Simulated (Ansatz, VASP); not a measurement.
# GaSb in two plane-wave programs, part 3 of 3

One calculation is typed for both programs; each brings its own data sets. How far apart do they land? The cell is taken from a series of runs on this material, whose earlier steps may have relaxed, scaled, displaced or heated it; both programs get it as it stands.

VASP 6.6.1 and Ansatz 0.2.0.

So far: Starting point; Ansatz: zone-centre phonons, LDA; VASP: zone-centre phonons, LDA.

### 3. VASP: zone-centre phonons, LDA (continued)

Level of this step: LDA; plane waves and PAW (Ga_d, Sb) (VASP).

Numbers of over 12 decimals in the logs are rounded to 6 here.

OUTCAR, selected parts (step 3):

```text
ion  position               nearest neighbor table
   1  0.000  0.000  0.000-   2 2.62   2 2.62   2 2.62   2 2.62
   2  0.250  0.250  0.250-   1 2.62   1 2.62   1 2.62   1 2.62

  LATTYP: Found a face centered cubic cell.
 ALAT       =     6.0487188920

 Subroutine GETGRP returns: Found 24 space group operations
 (whereof 24 operations were pure point group operations)

The static configuration has the point symmetry T_d .

   k-points           NKPTS =   2744   k-points in BZ     NKDIM =   2744   number of bands    NBANDS=     15

   dimension x,y,z NGX =    32 NGY =   32 NGZ =   32
   dimension x,y,z NGXF=    64 NGYF=   64 NGZF=   64

   ENCUT  =  500.0 eV  36.75 Ry    6.06 a.u.   7.80  7.80  7.80*2*pi/ulx,y,z

   NELECT =      18.0000    total number of electrons

 k-points in reciprocal lattice and weights: Points of the shifted mesh
   0.03571429  0.03571429  0.03571429       0.000
   0.03571429  0.03571429  0.10714286       0.000
   0.03571429  0.03571429  0.17857143       0.000
   0.03571429  0.03571429  0.25000000       0.000
   0.03571429  0.03571429  0.32142857       0.000
   0.03571429  0.03571429  0.39285714       0.000
   0.03571429  0.03571429  0.46428571       0.000
   0.03571429  0.03571429  0.53571429       0.000
   0.03571429  0.03571429  0.60714286       0.000
[...]
0.96428571  0.96428571  0.89285714       0.000
   0.96428571  0.96428571  0.96428571       0.000

 average (electrostatic) potential at core
       1 -66.5900       2 -88.3496

  Total        0.0642642      0.0642642      0.0642642      0.0000000     -0.0000000      0.0000000
  in kB        1.8610131      1.8610131      1.8610131      0.0000000     -0.0000000      0.0000000
  external PRESSURE =       1.8610131 kB  Pullay stress =       0.0000000 kB

  energy-cutoff  :      500.00
  volume of cell :       55.33
      direct lattice vectors                 reciprocal lattice vectors
     0.000000000  3.024359446  3.024359446    -0.165324264  0.165324264  0.165324264
     3.024359446  0.000000000  3.024359446     0.165324264 -0.165324264  0.165324264
     3.024359446  3.024359446  0.000000000     0.165324264  0.165324264 -0.165324264

 POSITION                                       TOTAL-FORCE (eV/Angst)
 -----------------------------------------------------------------------------------
      0.00000      0.00000      0.00000         0.000000      0.000000     -0.000000
      1.51218      1.51218      1.51218        -0.000000     -0.000000      0.000000
 -----------------------------------------------------------------------------------
    total drift:                                0.000000      0.000000      0.000001

 Eigenvectors and eigenvalues of the dynamical matrix
 ----------------------------------------------------

   1 f  =    6.883019 THz    43.247281 2PiTHz  229.592787 cm-1    28.465865 meV
             X         Y         Z           dx          dy          dz
      0.000000  0.000000  0.000000     0.000000    0.796352    0.000000
      1.512180  1.512180  1.512180     0.000000   -0.604834    0.000000

   2 f  =    6.883019 THz    43.247281 2PiTHz  229.592787 cm-1    28.465865 meV
             X         Y         Z           dx          dy          dz
      0.000000  0.000000  0.000000     0.796352    0.000000    0.000000
      1.512180  1.512180  1.512180    -0.604834    0.000000    0.000000

   3 f  =    6.883019 THz    43.247281 2PiTHz  229.592787 cm-1    28.465865 meV
             X         Y         Z           dx          dy          dz
      0.000000  0.000000  0.000000     0.000000    0.000000    0.796352
      1.512180  1.512180  1.512180     0.000000    0.000000   -0.604834

   4 f/i=    0.012038 THz     0.075634 2PiTHz    0.401529 cm-1     0.049783 meV
             X         Y         Z           dx          dy          dz
      0.000000  0.000000  0.000000    -0.604834    0.000000    0.000000
      1.512180  1.512180  1.512180    -0.796352    0.000000    0.000000

   5 f/i=    0.012038 THz     0.075634 2PiTHz    0.401529 cm-1     0.049783 meV
             X         Y         Z           dx          dy          dz
      0.000000  0.000000  0.000000     0.000000   -0.604834    0.000000
      1.512180  1.512180  1.512180     0.000000   -0.796352    0.000000

   6 f/i=    0.012038 THz     0.075634 2PiTHz    0.401529 cm-1     0.049783 meV
             X         Y         Z           dx          dy          dz
      0.000000  0.000000  0.000000     0.000000    0.000000   -0.604834
      1.512180  1.512180  1.512180     0.000000    0.000000   -0.796352

 ELASTIC MODULI CONTR FROM IONIC RELAXATION (kBar)
 Direction    XX          YY          ZZ          XY          YZ          ZX
 --------------------------------------------------------------------------------
 XX          -0.0000     -0.0000     -0.0000     -0.0000     -0.0000      0.0000
 YY          -0.0000     -0.0000     -0.0000     -0.0000     -0.0000      0.0000
 ZZ          -0.0000     -0.0000     -0.0000     -0.0000     -0.0000      0.0000
 XY          -0.0000     -0.0000     -0.0000   -188.1942      0.0000      0.0000
 YZ          -0.0000     -0.0000     -0.0000      0.0000   -188.1942      0.0000
 ZX           0.0000      0.0000      0.0000      0.0000      0.0000   -188.1942
 --------------------------------------------------------------------------------
```

Methfessel-Paxton smearing is not meant for a cell with a gap.

### 4. Comparison

Known differences besides the potentials themselves: the data sets hold 28 valence electrons in Ansatz (on its default PAW (the set named soft_2) files) and 18 in VASP; the cutoff is 420 eV in Ansatz and 500 eV in VASP; VASP's log shows a relativistic correction to its local exchange, Ansatz's none. Total energies have different zeros and are not compared.

Both answers:

| quantity | Ansatz | VASP | difference |
| --- | --- | --- | --- |
| optical mode 1 to 3 (cm⁻¹) | 226.0 | 229.6 | -1.55 % |

Modes are paired by rising frequency, not by their patterns, so a pair may set unlike modes beside each other; they are those without the splitting of longitudinal modes.

### 5. What came out

| Quantity | Value |
| --- | --- |
| r.m.s. difference of the optical zone-centre modes, each program's sorted by frequency (zone-centre phonons, LDA) | 3.6 cm⁻¹ |
| difference in optical mode 1 to 3 (zone-centre phonons, LDA) | -1.5 % |

**Reading.** The r.m.s. difference of the optical zone-centre modes, each program's sorted by frequency is 3.6 cm⁻¹ (zone-centre phonons, LDA). The data sets hold unlike numbers of valence electrons (28 in Ansatz and 18 in VASP), so part of the differences comes from the potentials. Among the rows given in per cent, the largest difference of the zone-centre phonons, LDA pair is in optical mode 1 to 3, -1.5 %. Such differences can come from data sets, numerical settings and the points named under the comparisons, not from the functional's error against experiment.

[Lines on the potential files, build, host, timing and source positions are cut from VASP's logs without a mark.]

[Logs are printed without paths, hosts, clocks, repeated set-up lines and the standing remarks that a program may print on its own settings, such as how far it seeks lower states.]

[Hosts, paths, dates, database ids (printed as entryN), source tags and the programs' standing remarks are cut or masked in the printed files.]
